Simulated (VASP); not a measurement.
Level of theory: PBEsol GGA, VASP's PBE PAW potentials (set 64) (plane waves; VASP).

VASP input:

**POSCAR**
```
Pt3Ti
1.0
  3.8984522796   0.0000000000   0.0000000000
  0.0000000000   3.8984522796   0.0000000000
  0.0000000000   0.0000000000   3.8984522796
Ti Pt
1 3
Cartesian
  0.0000000000   0.0000000000   0.0000000000
  0.0000000000   1.9492261398   1.9492261398
  1.9492261398   0.0000000000   1.9492261398
  1.9492261398   1.9492261398   0.0000000000
```

KPOINTS:
```
Automatic mesh
0
G
  11 11 11
0 0 0
```

**INCAR**
```
! general
SYSTEM  = Pt3Ti
PREC    = Normal
ENCUT   = 400   ! plane-wave cut-off (eV)
LREAL   = F
LASPH   = T

! electronic loop
EDIFF   = 1E-5   ! SCF stop (eV)
NELM    = 100   ! most electronic steps
NELMIN  = 4
ALGO    = Fast
LMAXMIX = 6   ! l cut-off of mixed one-centre charges

! smearing
ISMEAR  = 1
SIGMA   = 0.1

! functional
GGA     = PS

! ions
IBRION  = 2   ! conjugate gradients
NSW     = 20   ! most ionic steps
ISIF    = 2
EDIFFG  = -0.03   ! ionic stop

! output
LWAVE   = F
LCHARG  = F
```

POTCAR, in this order: Ti_sv Pt (PBE.64 set). Program: vasp_std.

Output of the run:

OUTCAR:
```
 ion  position               nearest neighbor table
   1  0.000  0.000  0.000-   2 2.76   3 2.76   4 2.76   2 2.76   3 2.76   2 2.76   4 2.76   2 2.76
                             3 2.76   4 2.76   3 2.76   4 2.76
   2  0.000  0.500  0.500-   1 2.76   3 2.76   4 2.76   1 2.76   4 2.76   1 2.76   3 2.76   1 2.76
                             3 2.76   4 2.76   4 2.76   3 2.76
   3  0.500  0.000  0.500-   1 2.76   2 2.76   4 2.76   1 2.76   4 2.76   2 2.76   4 2.76   4 2.76
                             1 2.76   2 2.76   1 2.76   2 2.76
   4  0.500  0.500  0.000-   1 2.76   2 2.76   3 2.76   2 2.76   3 2.76   1 2.76   3 2.76   3 2.76
                             1 2.76   2 2.76   2 2.76   1 2.76
  LATTYP: Found a simple cubic cell.
 ALAT       =     3.8984522796
 Subroutine PRICEL returns:
 Original cell was already a primitive cell.
 Subroutine GETGRP returns: Found 48 space group operations
The static configuration has the point symmetry O_h .
The dynamic configuration has the point symmetry O_h .
 Subroutine INISYM returns: Found 48 space group operations
 Subroutine IBZKPT returns following result:
 Found     56 irreducible k-points:

 Following reciprocal coordinates:
            Coordinates               Weight
  0.000000  0.000000  0.000000      1.000000
  0.090909  0.000000  0.000000      6.000000
  0.181818  0.000000  0.000000      6.000000
  0.272727  0.000000  0.000000      6.000000
  0.363636  0.000000  0.000000      6.000000
  0.454545  0.000000  0.000000      6.000000
  0.090909  0.090909  0.000000     12.000000
  0.181818  0.090909  0.000000     24.000000
  0.272727  0.090909  0.000000     24.000000
  0.363636  0.090909  0.000000     24.000000
  0.454545  0.090909  0.000000     24.000000
  0.181818  0.181818  0.000000     12.000000
  0.272727  0.181818  0.000000     24.000000
  0.363636  0.181818  0.000000     24.000000
  0.454545  0.181818  0.000000     24.000000
  0.272727  0.272727  0.000000     12.000000
  0.363636  0.272727  0.000000     24.000000
  0.454545  0.272727  0.000000     24.000000
  0.363636  0.363636  0.000000     12.000000
  0.454545  0.363636  0.000000     24.000000
  0.454545  0.454545  0.000000     12.000000
  0.090909  0.090909  0.090909      8.000000
  0.181818  0.090909  0.090909     24.000000
  0.272727  0.090909  0.090909     24.000000
  0.363636  0.090909  0.090909     24.000000
  0.454545  0.090909  0.090909     24.000000
  0.181818  0.181818  0.090909     24.000000
  0.272727  0.181818  0.090909     48.000000
  0.363636  0.181818  0.090909     48.000000
  0.454545  0.181818  0.090909     48.000000
  0.272727  0.272727  0.090909     24.000000
  0.363636  0.272727  0.090909     48.000000
  0.454545  0.272727  0.090909     48.000000
  0.363636  0.363636  0.090909     24.000000
  0.454545  0.363636  0.090909     48.000000
  0.454545  0.454545  0.090909     24.000000
  0.181818  0.181818  0.181818      8.000000
  0.272727  0.181818  0.181818     24.000000
  0.363636  0.181818  0.181818     24.000000
  0.454545  0.181818  0.181818     24.000000
   k-points           NKPTS =     56   k-points in BZ     NKDIM =     56   number of bands    NBANDS=     25
   number of dos      NEDOS =    301   number of ions     NIONS =      4
   total plane-waves  NPLWV =   8000
   dimension x,y,z NGX =    20 NGY =   20 NGZ =   20
   dimension x,y,z NGXF=    40 NGYF=   40 NGZF=   40
   ions per type =               1   3
   PREC   = normal    normal or accurate (medium, high low for compatibility)
   ISTART =      0    job   : 0-new  1-cont  2-samecut
   ICHARG =      2    charge: 1-file 2-atom 10-const
   ISPIN  =      1    spin polarized calculation?
   LNONCOLLINEAR =      F non collinear calculations
   LSORBIT =      F    spin-orbit coupling
   INIWAV =      1    electr: 0-lowe 1-rand  2-diag
...
```

### OSZICAR
```
       N       E                     dE             d eps       ncg     rms          rms(c)
DAV:   1     0.338021568058E+03    0.33802E+03   -0.18279E+04  2800   0.151E+03
DAV:   2    -0.587486539622E+01   -0.34390E+03   -0.33740E+03  3031   0.407E+02
DAV:   3    -0.353407834193E+02   -0.29466E+02   -0.28448E+02  4055   0.104E+02
DAV:   4    -0.361709743094E+02   -0.83019E+00   -0.82709E+00  3386   0.188E+01
DAV:   5    -0.361966064358E+02   -0.25632E-01   -0.25619E-01  4057   0.316E+00    0.234E+01
RMM:   6    -0.335150235074E+02    0.26816E+01   -0.14096E+01  3631   0.270E+01    0.111E+01
RMM:   7    -0.332507119983E+02    0.26431E+00   -0.39135E+00  3278   0.150E+01    0.907E+00
RMM:   8    -0.327160539424E+02    0.53466E+00   -0.17369E+00  3724   0.101E+01    0.296E+00
RMM:   9    -0.328691198856E+02   -0.15307E+00   -0.14314E+00  4063   0.454E+00    0.314E+00
RMM:  10    -0.327692055592E+02    0.99914E-01   -0.15586E-01  3797   0.266E+00    0.129E+00
RMM:  11    -0.327812723190E+02   -0.12067E-01   -0.63711E-02  4514   0.109E+00    0.150E+00
RMM:  12    -0.327574065007E+02    0.23866E-01   -0.45842E-02  4116   0.113E+00    0.572E-01
RMM:  13    -0.327558126449E+02    0.15939E-02   -0.19007E-02  4092   0.526E-01    0.257E-01
RMM:  14    -0.327557214121E+02    0.91233E-04   -0.43063E-03  4550   0.326E-01    0.134E-01
RMM:  15    -0.327557828718E+02   -0.61460E-04   -0.21923E-03  3922   0.213E-01    0.692E-02
RMM:  16    -0.327558490931E+02   -0.66221E-04   -0.10026E-03  4331   0.145E-01    0.243E-02
RMM:  17    -0.327558872063E+02   -0.38113E-04   -0.40508E-04  3670   0.926E-02    0.257E-02
RMM:  18    -0.327559019314E+02   -0.14725E-04   -0.22644E-04  3089   0.673E-02    0.672E-03
RMM:  19    -0.327559145929E+02   -0.12662E-04   -0.14868E-04  2460   0.450E-02    0.389E-03
RMM:  20    -0.327559200155E+02   -0.54226E-05   -0.68454E-05  2207   0.337E-02
   1 F= -.32755920E+02 E0= -.32756330E+02  d E =-.327559E+02
```

**OUTCAR**
```
------------------------ aborting loop because EDIFF is reached ----------------------------------------
  FORCE on cell =-STRESS in cart. coord.  units (eV):
  Direction    XX          YY          ZZ          XY          YZ          ZX
  --------------------------------------------------------------------------------------
  Total       -0.0851110     -0.0851110     -0.0851110     -0.0000000      0.0000000     -0.0000000
  in kB       -2.3015468     -2.3015468     -2.3015468     -0.0000000      0.0000000     -0.0000000
  external PRESSURE =      -2.3015468 kB  Pullay stress =       0.0000000 kB
  volume of cell :       59.25
      direct lattice vectors                 reciprocal lattice vectors
     3.898452280  0.000000000  0.000000000     0.256512054  0.000000000  0.000000000
     0.000000000  3.898452280  0.000000000     0.000000000  0.256512054  0.000000000
     0.000000000  0.000000000  3.898452280     0.000000000  0.000000000  0.256512054
 POSITION                                       TOTAL-FORCE (eV/Angst)
 -----------------------------------------------------------------------------------
      0.00000      0.00000      0.00000         0.000000      0.000000      0.000000
      0.00000      1.94923      1.94923         0.000000      0.000000      0.000000
      1.94923      0.00000      1.94923         0.000000      0.000000      0.000000
      1.94923      1.94923      0.00000         0.000000      0.000000      0.000000
 -----------------------------------------------------------------------------------
    total drift:                               -0.000000     -0.000000     -0.000000
  FREE ENERGIE OF THE ION-ELECTRON SYSTEM (eV)
  ---------------------------------------------------
  free  energy   TOTEN  =       -32.7559200155 eV

  energy  without entropy=      -32.7571501953  energy(sigma->0) =      -32.75633008

 reached required accuracy - stopping structural energy minimisation
```
(Selected blocks of OUTCAR.)

The compound is Pt3Ti in the L1_2 structure. It was relaxed first.
